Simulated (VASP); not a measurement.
Runs of VASP 6.6.1 on BN. The structure is hexagonal, space group P6_3mc (No. 186). Conventional cell: a = 2.504 Å, b = 2.504 Å, c = 4.142 Å, α = 90.00°, β = 90.00°, γ = 120.00°. Around B (site symmetry 3m) lie 4 N at 1.54 to 1.55 Å. Around N (site symmetry 3m) lie 4 B at 1.54 to 1.55 Å. Measurements of this composition are mostly on another form, of space group No. 194.

| task | level | cell | k mesh | cutoff (eV) | gap on the mesh (eV) | pressure (GPa) | largest force (eV/Å) |
| --- | --- | --- | --- | --- | --- | --- | --- |
| single point | r2SCAN+D3(BJ) | P6_3mc, 5.62 Å³/atom | 10 × 10 × 6 | 520 | 5.83 | 18.7 | - |
| relaxation of shape and atoms at fixed volume | r2SCAN+D3(BJ) | relaxed at fixed volume | 10 × 10 × 6 | 600 | 5.92 | -0.4 | 0.01 |
| relaxation of cell and atoms | PBE+D3(BJ) | relaxed | 8 × 8 × 6 | 600 | (b) | 0.1 | 0.01 |
| single point | PBE+D3(BJ) | P6_3mc, 5.88 Å³/atom | 8 × 8 × 6 | 520 | 5.51 | (a) | 0.02 |

Alike in all rows: potentials or basis VASP PAW PBE potentials, release 64 (B, N); no spin polarisation; smearing gaussian 0.05 eV.

Question: Fill in the values left out.

Answer: (a) 0.3; (b) 5.49.

Caveats: the cell's inner coordinates are idealised or old, which leaves forces on the atoms (some runs); so large a pressure means that the cell lies far from this level's equilibrium, or that cutoff or potentials fall short (some runs); the potentials were made for another functional, which shifts forces and pressure (some runs); the relaxation stopped at its first step, so nothing moved (some runs); the PAW data sets were made with another functional, which shifts forces and pressure a little (some runs).

A k mesh can miss the band edges.
